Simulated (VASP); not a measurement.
A run of VASP 6.6.1 is set up as follows.

The input INCAR:

```
PREC     = Accurate       # precision mode
ENCUT    = 520            # plane-wave cutoff, eV
EDIFF    = 1E-7           # SCF threshold, eV
ISMEAR   = 0              # smearing method
SIGMA    = 0.02           # smearing width, eV
LREAL    = Auto         
LASPH    = True           # aspherical terms in the spheres
NELM     = 80             # most SCF steps
ALGO     = Fast           # electronic algorithm
ISIF     = 2              # what is computed and relaxed
LWAVE    = False          # write WAVECAR
LCHARG   = False          # write CHGCAR
GGA      = PE             # functional
NBANDS   = 56             # bands
```

Contents of KPOINTS:

```
regular mesh
0
Gamma
  2 2 1
```

The input POSCAR:

```
PdC18
1.0
    7.3980000000      0.0000000000      0.0000000000
   -3.6990000000      6.4068560000      0.0000000000
    0.0000000000      0.0000000000     13.0000000000
C Pd
18 1
Direct
    0.0033196691      0.0035371483      0.0755725385
    0.2253719174      0.1154099608      0.0759323846
    0.0026884540      0.3359576054      0.0728923077
    0.2249469200      0.4485126558      0.0743388462
    0.0032776757      0.6691030671      0.0752148462
    0.2253365135      0.7819520214      0.0744384615
    0.3360678712      0.0027667236      0.0759244615
    0.5585698141      0.1154524154      0.0752635385
    0.3347550012      0.3351036764      0.0784682308
    0.5578279579      0.4468386678      0.0854440769
    0.3354435367      0.6693563895      0.0742982308
    0.5575930655      0.7834310620      0.0775029231
    0.6695128797      0.0032796117      0.0745346154
    0.8920231877      0.1152769783      0.0743076154
    0.6699255719      0.3353415466      0.0776453846
    0.8921698994      0.4484795663      0.0736919231
    0.6700224403      0.6712808903      0.0845755385
    0.8943096065      0.7834905295      0.0794290000
    0.6500951834      0.6176129134      0.2436023846
```

Potentials or basis: VASP PAW PBE potentials, release 64 (C, Pd).

The run is started by

```bash
$ cat potpaw_PBE.64/C/POTCAR potpaw_PBE.64/Pd/POTCAR > POTCAR
$ mpirun -np 1 vasp_std > vasp.out
```

(1) What does it give for the band gap on the k mesh?

(2) What does it give for the largest force?

Results:

(1) 0.07 eV, direct.

(2) 0.142 eV/Å.

Caveat: the k mesh is coarse (spacing up to 0.49 Å⁻¹), so the values aren't converged.
